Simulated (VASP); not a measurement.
Level of theory: PBE GGA, VASP's PBE PAW potentials (set 64) (plane waves; VASP). For the first row: Settings: 520 eV cut-off, 9×9×2 Γ-centred mesh, tetrahedra with Blöchl corrections, potentials Si C.

```csv
system,energy (eV/atom)
SiC (6h),-7.5310
Si (diamond),-5.4230
C (graphite),-9.2262
```

The references are the elements' solids at the same level; no temperature or zero-point terms are added.  Without a dispersion term in the relaxation, distances and binding between the weakly bound layers, chains or molecules are unreliable, and so is what depends on them.

**Question.** What is the formation energy per atom of SiC?

**Answer.** The references average (6×(-5.4230) + 6×(-9.2262))/12 = -7.3246 eV, so the formation energy is -7.5310 − (-7.3246) = -0.206 eV/atom.
